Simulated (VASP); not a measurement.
## CuO (relaxed from the WC structure, space group P-6m2): computed properties

All values below come from PBEsol GGA, VASP's PBE PAW potentials (set 64) (plane waves; VASP).

```json
{
  "space_group": "P-6m2 (187)",
  "cell": "a = 2.833 Å, b = 2.833 Å, c = 2.652 Å, α = 90.00°, β = 90.00°, γ = 120.00°",
  "volume_per_atom": "9.21 Å^3/atom",
  "band gap (over mesh and band path)": "none (metal, semimetal or under 0.01 eV)",
  "density": "7.17 g/cm³"
}
```

Space group P-6m2 (No. 187); a = b = 2.833 Å, c = 2.652 Å, α = β = 90.00°, γ = 120.00°

```
atom  site  symmetry       x       y       z
----  ----  --------  ------  ------  ------
Cu      1a      -6m2  0.0000  0.0000  0.0000
O       1f      -6m2  0.6667  0.3333  0.5000
```

The structure was generated: CuO was put into the WC type (P-6m2), which need not be its known phase. It was relaxed first, which changed the volume by +39 %. Symmetry was kept, so distortions that lower it aren't found. The electron count is odd and the run is not spin-polarised, which forces a metal.
